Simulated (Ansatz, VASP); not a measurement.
# K47Br29F18 in two plane-wave programs

Wanted: the spread between two codes on one cell, functional and k mesh. The structure shown is frame 17 of Ansatz's trajectory.

Main program and level: Ansatz 0.2.0; plane waves, with VASP 6.6.1 beside it; single point at PBE.

### Step 1. Set-up

The cell holds 94 atoms: 47 K, 18 F and 29 Br. Its edges and angles: a = 15.225 Å, b = 15.225 Å, c = 15.225 Å, α = 90.0°, β = 90.0°, γ = 90.0°.

### Step 2. Ansatz: dynamics, PBE

Ansatz runs on its default PAW (the set named soft_2) files.

One frame of this run of dynamics is then solved in both programs, so the motion causes no difference.

Input file input.yaml:

```yaml
crystal:
  lattice:
    - [15.2246, 0.0, 0.0]
    - [0.0, 15.2246, 0.0]
    - [0.0, 0.0, 15.2246]
  atoms:
    - { symbol: K, position: [0.50621, 0.28824, 0.48852] }
    - { symbol: K, position: [0.86433, 0.66925, 0.48783] }
    - { symbol: K, position: [0.43738, 0.38436, 0.12914] }
    - { symbol: K, position: [0.95309, 0.29772, 0.16028] }
    - { symbol: K, position: [0.07677, 0.29544, 0.68544] }
    - { symbol: K, position: [0.76969, 0.05058, 0.84636] }
    - { symbol: K, position: [0.84228, 0.62699, 0.173] }
    - { symbol: K, position: [0.00134, 0.90089, 0.02095] }
    - { symbol: K, position: [0.50457, 0.61899, 0.12667] }
    - { symbol: K, position: [0.90212, 0.334, 0.5155] }
    - { symbol: K, position: [0.6255, 0.7061, 0.2962] }
    - { symbol: K, position: [0.71635, 0.4424, 0.32319] }
    - { symbol: K, position: [0.07573, 0.64877, 0.70184] }
    - { symbol: K, position: [0.78188, 0.37254, 0.76957] }
    - { symbol: K, position: [0.34627, 0.68235, 0.28248] }
    - { symbol: K, position: [0.93928, 0.43528, 0.93001] }
    - { symbol: K, position: [0.69315, 0.44536, 0.08269] }
    - { symbol: K, position: [0.34283, 0.87667, 0.03866] }
    - { symbol: K, position: [0.19927, 0.38003, 0.35408] }
    - { symbol: K, position: [0.15167, 0.91578, 0.82362] }
    - { symbol: K, position: [0.582, 0.20743, 0.9551] }
    - { symbol: K, position: [0.32389, 0.66525, 0.84178] }
    - { symbol: K, position: [0.9248, 0.94116, 0.68254] }
    - { symbol: K, position: [0.34967, 0.10938, 0.03858] }
    - { symbol: K, position: [0.99117, 0.13855, 0.90079] }
    - { symbol: K, position: [0.98476, 0.499, 0.31589] }
    - { symbol: K, position: [0.20371, 0.29178, 0.88081] }
    - { symbol: K, position: [0.59573, 0.60052, 0.55397] }
    - { symbol: K, position: [0.74255, 0.17869, 0.22451] }
    - { symbol: K, position: [0.86708, 0.6712, 0.88144] }
[... 58 atom lines left out ...]
    - { symbol: Br, position: [0.91768, 0.48187, 0.67117] }
    - { symbol: Br, position: [0.31028, 0.56459, 0.08973] }
    - { symbol: Br, position: [0.15162, 0.58652, 0.38874] }
    - { symbol: Br, position: [0.79455, 0.74996, 0.69678] }
    - { symbol: Br, position: [0.00982, 0.51968, 0.09704] }
    - { symbol: Br, position: [0.57045, 0.2206, 0.71068] }
kpoints:
  mp_grid: { grid: [1, 1, 1] }
hamiltonian:
  xc: pbe
scf:
  occupations: { method: fermi_dirac, width: 0.078 }
output:
  forces: true
md:
  timestep: 1.0
  n_steps: 51
  ensemble: nvt_langevin
  temperature: 900
  initial_velocities: maxwell_boltzmann
  seed: 4912
```

Started as:

```console
$ ansatz run input.yaml --threads 4 --pin off --max-ram 8192MiB --backend cpu --events-out ev --progress --plain --runs-dir out
```

Numbers of over 12 decimals in the logs are rounded to 6 here.

The log of the run:

```text
Warning: md: disabling space-group detection — thermal motion breaks the input geometry's symmetry, so no spatial operation reduces the k-mesh or symmetrises the density; time reversal is kept, so that k and −k are solved as one point where they differ and the mesh holds both, and exact exchange and, on two spinor components, a DFT+U term hold to it where the run has them: on two components no moment then forms, and  [...]
Engine: ansatz 0.2.0, aarch64-unknown-linux-gnu
Pseudopotentials: kind: paw
Pseudopotential: K, paw, valence charge 9, recommended cutoff 420 eV (normal), K.paw.azcp
Pseudopotential: F, paw, valence charge 7, recommended cutoff 420 eV (normal), F.paw.azcp
Pseudopotential: Br, paw, valence charge 7, recommended cutoff 420 eV (normal), Br.paw.azcp
Functional definition: PBE
  parameter kappa = 0.804
  parameter beta = 0.066725
  exchange = pbe_x(kappa = kappa, mu = beta*pi^2/3)
  correlation = pbe_c(beta = beta)
Crystal: 94 atoms, lattice volume = 3528.886 Å³
Basis set: ecut = 420 eV, 68891 PW (Γ), exchange–correlation on 216×216×216 points (8 copies of the dense FFT grid, shifted against one another)
Bands: 470, of which v1, the nominal top of the filled ones, is band 376 counted from 1 (375 counted from 0)
Symmetry: 1 space group operations
k-points: 1
Non-local potential: K, projectors of the file, l = 0: 3, l = 1: 2, l = 2: 2
Non-local potential: F, projectors of the file, l = 0: 2, l = 1: 2, l = 2: 1
Non-local potential: Br, projectors of the file, l = 0: 2, l = 1: 2, l = 2: 2
PAW form: soft (Blöchl's): semilocal exchange-correlation on the pseudo side does not see the compensation charge
PAW one-centre angular grid: K, 110 points (default); XC on 64 Gauss nodes
PAW one-centre angular grid: F, 110 points (default); XC on 64 Gauss nodes
PAW one-centre angular grid: Br, 110 points (default); XC on 64 Gauss nodes
Initial density: superposition of atomic densities (neutral atoms: chi_scale 0, normalization atom), corrected by the library's trained network
Initial wavefunctions: pseudopotential atomic-orbital guess
Functional: x = pbe(κ = 0.804, μ = 0.219515), c = pbe(β = 0.066725)
SCF iter   1: F=—  HF=-167672.294349 eV  |F-HF|=—  |Δ(HF+E_count)|=         —  Δρ=7.75e-4  dr2=7.74e-2  ethr=1.77e-3  ⟨swp⟩=9.0  Hψ=2118  notcnv=0  defer=26
preconditioner: auto → Resta (q_TF=auto, 2.109 Å⁻¹)  ε∞=2.4  [insulator: Δε(μ)=3.056 eV  Ē_g=13.213 eV  σ=0.078 eV  W_gap=1.00  n_scr=586 (ndim 8)  ℏωp=15.6 eV  f_vac=0.229  D(μ)=0.00/eV (n_scr^D=0)  ε∞_Penn≈2.4]
SCF iter   2: F=—  HF=-167672.289646 eV  |F-HF|=—  |Δ(HF+E_count)|=   4.70e-3  Δρ=3.91e-4  dr2=1.69e-2  ethr=1.03e-5  ⟨swp⟩=2.0  Hψ=852  notcnv=0  defer=49
SCF iter   3: F=—  HF=-167672.288152 eV  |F-HF|=—  |Δ(HF+E_count)|=   1.49e-3  Δρ=3.34e-4  dr2=4.46e-3  ethr=2.24e-6  ⟨swp⟩=2.0  Hψ=710  notcnv=0  defer=49
SCF iter   4: F=—  HF=-167672.287555 eV  |F-HF|=—  |Δ(HF+E_count)|=   5.97e-4  Δρ=1.66e-4  dr2=9.65e-4  ethr=5.93e-7  ⟨swp⟩=2.0  Hψ=710  notcnv=0  defer=49
SCF iter   5: F=—  HF=-167672.287472 eV  |F-HF|=—  |Δ(HF+E_count)|=   8.39e-5  Δρ=3.21e-5  dr2=5.77e-5  ethr=1.28e-7  ⟨swp⟩=2.0  Hψ=710  notcnv=0  defer=49
SCF iter   6: F=—  HF=-167672.291577 eV  |F-HF|=—  |Δ(HF+E_count)|=   4.11e-3  Δρ=1.63e-5  dr2=8.84e-6  ethr=7.67e-9  ⟨swp⟩=2.0  Hψ=734  notcnv=0  defer=49
SCF iter   7: F=—  HF=-167672.291582 eV  |F-HF|=—  |Δ(HF+E_count)|=   5.40e-6  Δρ=1.41e-5  dr2=4.64e-6  ethr=1.18e-9  ⟨swp⟩=2.0  Hψ=712  notcnv=0  defer=49
SCF iter   8: F=—  HF=-167672.291581 eV  |F-HF|=—  |Δ(HF+E_count)|=   5.17e-7  Δρ=1.97e-6  dr2=1.44e-7  ethr=6.16e-10  ⟨swp⟩=2.0  Hψ=712  notcnv=0  defer=49
SCF iter   9: F=-167672.291582 eV  HF=-167672.291582 eV  |F-HF|=4.05e-9  |Δ(HF+E_count)|=   2.37e-7  Δρ=8.67e-7  dr2=2.09e-8  ethr=1.25e-11  ⟨swp⟩=4.0  Hψ=1363  notcnv=0
SCF 1 converged in 9 iterations: F = -167672.291582 eV  dr2 = 2.09e-8
  greatest PAW one-centre occupation: 0.988 electrons in one spin orbital (limit 2), on the K atom at site 26 (counted from 0), in its partial waves of l = 0
md step     0: t =     0.00 fs  T =   890.4 K  F+E_penalty+E_count = -167672.29158170 eV  E_kin = 10.819062 eV  (9 SCF iters)
[...]
md step    46: t =    46.00 fs  T =   787.5 K  F+E_penalty+E_count = -167671.16793125 eV  E_kin = 9.568886 eV  (5 SCF iters)
[...]
md step    47: t =    47.00 fs  T =   805.3 K  F+E_penalty+E_count = -167671.17217139 eV  E_kin = 9.784381 eV  (5 SCF iters)
[...]
md step    48: t =    48.00 fs  T =   814.5 K  F+E_penalty+E_count = -167671.17634741 eV  E_kin = 9.896953 eV  (5 SCF iters)
[...]
md step    49: t =    49.00 fs  T =   793.1 K  F+E_penalty+E_count = -167671.17818754 eV  E_kin = 9.637008 eV  (5 SCF iters)
md step    50: t =    50.00 fs  T =   790.6 K  F+E_penalty+E_count = -167671.18019338 eV  E_kin = 9.605654 eV  (8 SCF iters)
[...]
md step    51: t =    51.00 fs  T =   787.8 K  F+E_penalty+E_count = -167671.18802761 eV  E_kin = 9.572647 eV  (8 SCF iters)
SCF converged after 8 iterations
Free energy (F): -167671.188028 eV
Harris-Foulkes:  -167671.188028 eV  (|F-HF|=1.43e-9)
Internal energy: -167671.188028 eV  (E = F + TS)
E sigma→0 (E₀):  -167671.188028 eV
Fermi energy:    2.150109 eV
--- Per-component energies (eV) ---
  E_band       = -7448.234121
  E_kinetic    = 19542.363243
  E_local      = -59281.448638  (includes V_loc(G=0)·N_el)
  E_nonlocal   = 3946.314118
  E_hartree    = 21925.623754
  E_xc         = -15493.937674
  E_vxc        = -12635.540338  (∫ρ·V_xc dr)
  E_paw        = -105499.244613  (= ΣΔE_a)
  E_vpaw       = -2871.207534  (= ΣTr[D̂ρ^β])
  E_aug_tail   = 0.036804  (compensation charges beyond the density's cutoff)
  E_ewald      = -32810.895022
  E_smearing   = -0.000000  (= −TS)
  E_closure    = 0.000000  (closes the sum)
  Σ components = -167671.188028   (vs F -167671.188028, Δ=0.00e0)
--- Forces (eV/Å), atoms counted from 1 ---
  atom   1  K      0.07754787     0.08411854     0.04799660
  atom   2  K     -0.06297638    -0.50835227    -0.16602352
  atom   3  K     -0.32615104    -0.35137223     0.19460072
  atom   4  K     -0.01835885     0.92456093     0.40514862
  atom   5  K     -0.10029486     0.34744787     0.24509921
  atom   6  K      0.21225438    -0.12854015     0.27425483
  atom   7  K      0.05020697     0.27288070    -0.08037567
  atom   8  K      0.34950268     0.48084929    -0.15713883
  atom   9  K     -0.24086877     0.19756122    -0.14128770
  atom  10  K     -0.34163689     0.22397242    -0.15183056
  atom  11  K     -0.19203882     0.03049455     0.43790889
  atom  12  K     -0.20681419     0.28052541     0.29485460
  atom  13  K      0.44349795    -0.29882183    -1.08803161
  atom  14  K      0.06126749    -0.01937011     0.32495790
  atom  15  K     -0.26106868    -0.02504025    -0.29941738
  atom  16  K     -1.02002396     0.47399196    -0.42203112
  atom  17  K      0.75886701    -0.11485756    -0.21727636
  atom  18  K     -0.14156289    -0.71413564    -0.10826437
  atom  19  K      0.07840916     0.45958656    -0.31251864
  atom  20  K      0.11201653     0.21324783     0.05376053
  atom  21  K     -0.37129755    -0.12754139    -0.19442665
  atom  22  K     -0.25688457     0.22027606    -0.76751933
  atom  23  K     -0.14076234    -0.08859560     0.33683252
  atom  24  K      0.12344599     0.03736882     0.19869913
[...]
atom  87  Br    -0.17210831     0.15651952    -0.04617175
  atom  88  Br    -0.12788125    -0.08357228     0.04411646
  atom  89  Br     0.32583003     0.08896406     0.09619455
  atom  90  Br     0.34694900    -0.10652072    -0.14197934
  atom  91  Br     0.60660417    -0.01707328     0.18538939
  atom  92  Br     0.17118539    -0.16154333    -0.05067605
  atom  93  Br     0.02153745     0.49394587     0.70688298
  atom  94  Br    -0.08855293     0.30436969     0.06628097
  max |Σ_I F_I| component: 3.04e-5 eV/Å
--- MD trajectory: 51 steps, t = 0.0 → 51.0 fs ---
  final state: T = 787.8 K   F+E_penalty+E_count = -167671.18802761 eV   E_kin = 9.572647 eV
```

The column dr2 measures how far the density is from self-consistency, as an energy; F and HF (Harris–Foulkes) agree once it is small.

### Step 3. VASP: single point, PBE

The same cell, functional, mesh and smearing now go to VASP, with its own data sets.

Lines of VASP's logs that name or quote its potential files are left out, and so is its time.

Input file INCAR:

```
SYSTEM = K47Br29F18
PREC = Accurate
ENCUT = 520
EDIFF = 1E-06
NELM = 120
ISMEAR = -1
SIGMA = 0.078
LREAL = Auto
ALGO = Normal
GGA = PE
NBANDS = 448
LORBIT = 11
LWAVE = .FALSE.
LCHARG = .FALSE.
ISIF = 2
LASPH = .TRUE.
GGA_COMPAT = .FALSE.
EFERMI = MIDGAP
NCORE = 2
```

Input file POSCAR:

```
K47Br29F18
1.0
   15.2246000000      0.0000000000      0.0000000000
    0.0000000000     15.2246000000      0.0000000000
    0.0000000000      0.0000000000     15.2246000000
K F Br
47 18 29
Direct
    0.5097605192      0.2852488735      0.4846367064
    0.8626959001      0.6754594538      0.4847746410
    0.4425600673      0.3885882059      0.1316159374
    0.9527343904      0.2872325053      0.1502568212
    0.0789380345      0.2923820659      0.6851936997
    0.7688149442      0.0532099366      0.8412634815
    0.8394834675      0.6236091589      0.1762345152
    0.9912050234      0.8959512894      0.0238101494
    0.5118820856      0.6160490259      0.1228932123
    0.9102570839      0.3328560356      0.5138197391
    0.6256322005      0.7029281557      0.2902670678
    0.7235920812      0.4321427164      0.3223073184
    0.0754305532      0.6527790550      0.7134637363
    0.7716590255      0.3726403321      0.7669495422
    0.3503146224      0.6870788067      0.2873113251
    0.9480511803      0.4342708511      0.9392233622
    0.6871707631      0.4427899584      0.0842320981
    0.3423012756      0.8707814984      0.0421948688
    0.1982909239      0.3773104055      0.3529419492
    0.1595050116      0.9116232939      0.8260512591
    0.5848954981      0.2153225701      0.9569446816
    0.3201923203      0.6694494437      0.8383274437
    0.9219158467      0.9367208334      0.6855352522
    0.3437200321      0.1041603720      0.0340370190
    0.9995927643      0.1452386270      0.9007527291
    0.9861671243      0.5108837014      0.3107733537
    0.2082025144      0.2908056698      0.8817834294
    0.5911616726      0.6005872075      0.5584645902
    0.7451098879      0.1829210620      0.2272243606
    0.8628601080      0.6613638454      0.8758850807
[... 58 atom lines left out ...]
    0.9153672346      0.4815561657      0.6714462121
    0.3096895813      0.5619260933      0.0960287955
    0.1506706252      0.5877395794      0.3873008158
    0.7916398460      0.7469752900      0.6934369376
    0.0111858440      0.5216097631      0.0930533479
    0.5723106026      0.2205837920      0.7126426967
```

Input file KPOINTS:

```
Automatic mesh
0
Gamma
1 1 1
0 0 0
```

The projector-augmented-wave data sets are K_sv, F and Br (PBE family, release 64).

Started as:

```console
$ mpirun -np 8 vasp_gam
```

The log of the run:

```text
[banner, memory and clock lines left out]
running    8 mpi-ranks, on    1 nodes
[...]
LDA part: xc-table for (Slater+PW92), standard interpolation
 POSCAR, INCAR and KPOINTS ok, starting setup
[...]
entering main loop
       N       E                     dE             d eps       ncg     rms          rms(c)
DAV:   1     0.829647455561E+04    0.82965E+04   -0.38187E+05   928   0.154E+03
DAV:   2     0.578443536462E+03   -0.77180E+04   -0.75305E+04  1144   0.433E+02
DAV:   3    -0.311860994267E+03   -0.89030E+03   -0.88742E+03  1120   0.131E+02
DAV:   4    -0.350458971961E+03   -0.38598E+02   -0.38500E+02  1048   0.275E+01
[...]
DAV:  20    -0.312335897691E+03    0.36482E-07   -0.33112E-05  1120   0.113E-02    0.715E-03
DAV:  21    -0.312335899104E+03   -0.14129E-05   -0.14121E-05  1024   0.648E-03    0.534E-03
DAV:  22    -0.312335899026E+03    0.78559E-07   -0.30418E-06   808   0.353E-03
   1 F= -.31233590E+03 E0= -.31233590E+03  d E =-.291867E-07
```

Parts of OUTCAR (step 3):

```text
  Total       -4.8663484     -8.5882277     -7.7422021      0.7847761     -2.1431067     -1.3207902
  in kB       -2.2094089     -3.8992085     -3.5150978      0.3563023     -0.9730087     -0.5996623
  external PRESSURE =      -3.2079051 kB  Pullay stress =       0.0000000 kB

 POSITION                                       TOTAL-FORCE (eV/Angst)
 -----------------------------------------------------------------------------------
      7.76090      4.34280      7.37840         0.145061      0.003042      0.068998
     13.13420     10.28360      7.38050        -0.301998     -0.354736     -0.354951
      6.73780      5.91610      2.00380        -0.267981     -0.379132     -0.043486
     14.50500      4.37300      2.28760        -0.073798      0.309306      0.259475
      1.20180      4.45140     10.43180        -0.335463      0.443211      0.129672
     11.70490      0.81010     12.80790         0.509615     -0.149935     -0.162186
     12.78080      9.49420      2.68310        -0.010834      0.345418      0.074017
     15.09070     13.64050      0.36250        -0.176075      0.324889     -0.294966
[...]
9.68020     12.26010     12.78300         0.272614      0.180380     -0.241313
      9.30650     13.82780      1.19580         0.016061     -0.037527      0.056794
      6.57390      7.36510     13.50020         0.358610     -0.153802      0.695866
      2.08270     10.66480      1.61760         0.039052     -0.382261     -0.133085
      4.54480     12.47580      8.60280        -0.390204     -0.157970      0.310507
[...]
-----------------------------------------------------------------------------------
    total drift:                               -0.027913     -0.056129      0.009905

  FREE ENERGIE OF THE ION-ELECTRON SYSTEM (eV)
  ---------------------------------------------------
  free  energy   TOTEN  =      -312.3358990255 eV

  energy  without entropy=     -312.3358989963  energy(sigma->0) =     -312.33589901

[... 3 further parts left out ...]
[key lines of the parts left out:]
E-fermi :  -0.2150
```

The run ends at a pressure of -0.32 GPa, with forces up to 2.2 eV/Å.

### Step 4. Side by side

Known differences besides the potentials themselves: the cutoff is 420 eV in Ansatz and 520 eV in VASP (PREC = Accurate, projectors in real space). Total energies have different zeros and are not compared.

Forces on 7 of the 94 atoms, those with the largest forces and the largest differences (eV/Å; atoms numbered as in POSCAR):

| atom | Ansatz x, y, z | VASP x, y, z |
| --- | --- | --- |
| K16 | -0.236, -0.604, -0.904 | -0.223, -0.610, -0.914 |
| K19 | -0.276, 0.568, -0.763 | -0.269, 0.571, -0.773 |
| K22 | -0.509, 0.154, -0.864 | -0.517, 0.150, -0.863 |
| K27 | -1.005, 0.167, 0.239 | -0.997, 0.169, 0.245 |
| K31 | -1.771, 0.650, 0.838 | -1.849, 0.678, 0.893 |
| K32 | 0.459, -0.833, 0.936 | 0.482, -0.852, 0.976 |
| F60 | 1.268, -0.294, -1.404 | 1.319, -0.301, -1.482 |

The forces differ by 11 meV/Å r.m.s., which is 3.3 % of the r.m.s. force of 0.352 eV/Å (both taken over all components).

### Step 5. Results

```json
{
  "r.m.s. force difference (single point, PBE)": "3.3 % of the r.m.s. force"
}
```

The r.m.s. force difference is 3.3 % of the r.m.s. force (single point, PBE), beyond the 3 % picked in this series as the mark of a large difference. 2 further runs of this series are not shown here. Such differences can come from data sets, numerical settings and the points named under the comparisons, not from the functional's error against experiment.

[Lines on the potential files, build, host, timing and source positions are cut from VASP's logs without a mark.]

[Logs are printed without paths, hosts, clocks, repeated set-up lines and the standing remarks that a program may print on its own settings, such as how far it seeks lower states.]

[Hosts, paths, dates, database ids (printed as entryN), source tags and the programs' standing remarks are cut or masked in the printed files.]
